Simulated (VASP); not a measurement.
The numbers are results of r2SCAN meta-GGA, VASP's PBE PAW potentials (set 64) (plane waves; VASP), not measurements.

VASP input:

File POSCAR:
```
PtAl2
1
    0.0000000000     2.9200670537     2.9200670537
    2.9200670537     0.0000000000     2.9200670537
    2.9200670537     2.9200670537     0.0000000000
Al Pt
2 1
Direct
  0.2500000000   0.2500000000   0.2500000000
  0.7500000000   0.7500000000   0.7500000000
  0.0000000000   0.0000000000   0.0000000000
```

**INCAR**
```
ALGO  =  Normal
EDIFF  =  1E-7
ENCUT  =  520
ISIF  =  2
ISMEAR  =  1
LASPH  =  T
LCHARG  =  F
LMAXMIX  =  6
LMIXTAU  =  T
LREAL  =  F
LWAVE  =  F
METAGGA  =  R2SCAN
NELM  =  100
PREC  =  Accurate
SIGMA  =  0.1
SYSTEM  =  PtAl2
```

File KPOINTS:
```
Automatic mesh
0
Gamma
9 9 9
0 0 0
```

POTCAR, in this order: Al Pt (PBE.64 set). Program: vasp_std.

The run wrote:

OUTCAR:
```
 ion  position               nearest neighbor table
   1  0.250  0.250  0.250-   3 2.53   3 2.53   3 2.53   3 2.53   2 2.92   2 2.92   2 2.92   2 2.92
                             2 2.92   2 2.92
   2  0.750  0.750  0.750-   3 2.53   3 2.53   3 2.53   3 2.53   1 2.92   1 2.92   1 2.92   1 2.92
                             1 2.92   1 2.92
   3  0.000  0.000  0.000-   2 2.53   2 2.53   2 2.53   1 2.53   1 2.53   1 2.53   2 2.53   1 2.53
  LATTYP: Found a face centered cubic cell.
 ALAT       =     5.8401341074
 Subroutine PRICEL returns:
 Original cell was already a primitive cell.
 Subroutine GETGRP returns: Found 48 space group operations
The static configuration has the point symmetry O_h .
The dynamic configuration has the point symmetry O_h .
 Subroutine INISYM returns: Found 48 space group operations
 Subroutine IBZKPT returns following result:
 Found     35 irreducible k-points:

 Following reciprocal coordinates:
            Coordinates               Weight
  0.000000  0.000000  0.000000      1.000000
  0.111111  0.000000  0.000000      8.000000
  0.222222  0.000000  0.000000      8.000000
  0.333333  0.000000  0.000000      8.000000
  0.444444  0.000000  0.000000      8.000000
  0.111111  0.111111  0.000000      6.000000
  0.222222  0.111111  0.000000     24.000000
  0.333333  0.111111  0.000000     24.000000
  0.444444  0.111111  0.000000     24.000000
 -0.444444  0.111111  0.000000     24.000000
 -0.333333  0.111111  0.000000     24.000000
 -0.222222  0.111111  0.000000     24.000000
 -0.111111  0.111111  0.000000     12.000000
  0.222222  0.222222  0.000000      6.000000
  0.333333  0.222222  0.000000     24.000000
  0.444444  0.222222  0.000000     24.000000
 -0.444444  0.222222  0.000000     24.000000
 -0.333333  0.222222  0.000000     24.000000
 -0.222222  0.222222  0.000000     12.000000
  0.333333  0.333333  0.000000      6.000000
  0.444444  0.333333  0.000000     24.000000
...
```

### OSZICAR
```
       N       E                     dE             d eps       ncg     rms          rms(c)
DAV:   1     0.301866802062E+01    0.30187E+01   -0.71619E+03   840   0.119E+03
DAV:   2    -0.696823967129E+02   -0.72701E+02   -0.65557E+02   960   0.201E+02
DAV:   3    -0.717988786003E+02   -0.21165E+01   -0.20960E+01  1076   0.338E+01
DAV:   4    -0.718184606581E+02   -0.19582E-01   -0.19580E-01   980   0.382E+00
DAV:   5    -0.718187727621E+02   -0.31210E-03   -0.31210E-03  1052   0.518E-01    0.101E+01
DAV:   6    -0.678998874229E+02    0.39189E+01   -0.33923E+00   980   0.199E+01    0.372E+00
DAV:   7    -0.678409579761E+02    0.58929E-01   -0.40950E-01   956   0.644E+00    0.222E+00
DAV:   8    -0.678888010388E+02   -0.47843E-01   -0.91946E-02   860   0.251E+00    0.512E-01
DAV:   9    -0.678848162395E+02    0.39848E-02   -0.28022E-02   892   0.147E+00    0.164E-01
DAV:  10    -0.678957432912E+02   -0.10927E-01   -0.10179E-02   868   0.889E-01    0.117E-01
DAV:  11    -0.678965498030E+02   -0.80651E-03   -0.90032E-04   936   0.298E-01    0.322E-02
DAV:  12    -0.678966442226E+02   -0.94420E-04   -0.37868E-04   916   0.229E-01    0.167E-02
DAV:  13    -0.678968544088E+02   -0.21019E-03   -0.87706E-05   960   0.117E-01    0.464E-03
DAV:  14    -0.678968557464E+02   -0.13376E-05   -0.33914E-06  1032   0.191E-02    0.155E-03
DAV:  15    -0.678968567424E+02   -0.99602E-06   -0.56401E-07   940   0.877E-03    0.764E-04
DAV:  16    -0.678968570049E+02   -0.26250E-06   -0.28646E-08   576   0.208E-03    0.223E-04
DAV:  17    -0.678968570327E+02   -0.27819E-07   -0.18466E-08   488   0.157E-03
   1 F= -.67896857E+02 E0= -.67896916E+02  d E =0.177330E-03
```

**OUTCAR**
```
------------------------ aborting loop because EDIFF is reached ----------------------------------------
  FORCE on cell =-STRESS in cart. coord.  units (eV):
  Direction    XX          YY          ZZ          XY          YZ          ZX
  --------------------------------------------------------------------------------------
  Total        1.4581341      1.4581341      1.4581341     -0.0000000      0.0000000     -0.0000000
  in kB       46.9136885     46.9136885     46.9136885     -0.0000000      0.0000000     -0.0000000
  external PRESSURE =      46.9136885 kB  Pullay stress =       0.0000000 kB
  volume of cell :       49.80
      direct lattice vectors                 reciprocal lattice vectors
     0.000000000  2.920067054  2.920067054    -0.171228945  0.171228945  0.171228945
     2.920067054  0.000000000  2.920067054     0.171228945 -0.171228945  0.171228945
     2.920067054  2.920067054  0.000000000     0.171228945  0.171228945 -0.171228945
 POSITION                                       TOTAL-FORCE (eV/Angst)
 -----------------------------------------------------------------------------------
      1.46003      1.46003      1.46003        -0.000000      0.000000     -0.000000
      4.38010      4.38010      4.38010         0.000000      0.000000      0.000000
      0.00000      0.00000      0.00000         0.000000     -0.000000     -0.000000
 -----------------------------------------------------------------------------------
    total drift:                                0.000000     -0.000000      0.000000
  FREE ENERGIE OF THE ION-ELECTRON SYSTEM (eV)
  ---------------------------------------------------
  free  energy   TOTEN  =       -67.8968570327 eV

  energy  without entropy=      -67.8970343629  energy(sigma->0) =      -67.89691614
```
(Selected blocks of OUTCAR.)

### OUTCAR
```
 val. band max:        8.2432671801   @ k =   0.4444   0.3333   0.1111

 cond. band min:       8.3256270298   @ k =  -0.4444   0.2222   0.0000


 Fermi energy:         8.3083790218

 k-point     1 :       0.0000    0.0000    0.0000
  band No.  band energies     occupation
      1      -2.7856      2.00000
      2       2.7014      2.00000
      3       2.7014      2.00000
      4       2.7014      2.00000
      5       4.1588      2.00000
      6       4.1588      2.00000
      7      12.1909      0.00000
      8      12.2247      0.00000
      9      12.2247      0.00000
     10      12.2247      0.00000
     11      14.2213      0.00000
     12      14.2213      0.00000

 k-point     2 :       0.1111    0.0000    0.0000
  band No.  band energies     occupation
      1      -2.6013      2.00000
      2       2.6071      2.00000
      3       2.7636      2.00000
      4       2.7636      2.00000
      5       4.1392      2.00000
      6       4.1392      2.00000
      7      10.3519      0.00000
      8      11.7823      0.00000
      9      11.7823      0.00000
     10      12.3909      0.00000
     11      14.7227      0.00000
     12      14.7242      0.00000

 k-point     3 :       0.2222    0.0000    0.0000
  band No.  band energies     occupation
      1      -2.0658      2.00000
      2       2.3730      2.00000
      3       2.9050      2.00000
      4       2.9050      2.00000
      5       4.1334      2.00000
      6       4.1334      2.00000
      7       7.8788      2.00000
      8      10.8818      0.00000
      9      10.8818      0.00000
     10      12.7507      0.00000
     11      14.3687      0.00000
     12      14.3687      0.00000

 k-point     4 :       0.3333    0.0000    0.0000
  band No.  band energies     occupation
      1      -1.2540      2.00000
      2       2.0857      2.00000
      3       3.0140      2.00000
      4       3.0140      2.00000
      5       4.2407      2.00000
      6       4.2407      2.00000
...
```

Unless said otherwise, spin-orbit coupling is left out, though it shifts the bands of the heavy elements here.

The compound is PtAl2 in the fluorite structure. This cell is one point of a volume scan, at 0.97 of the reference volume.
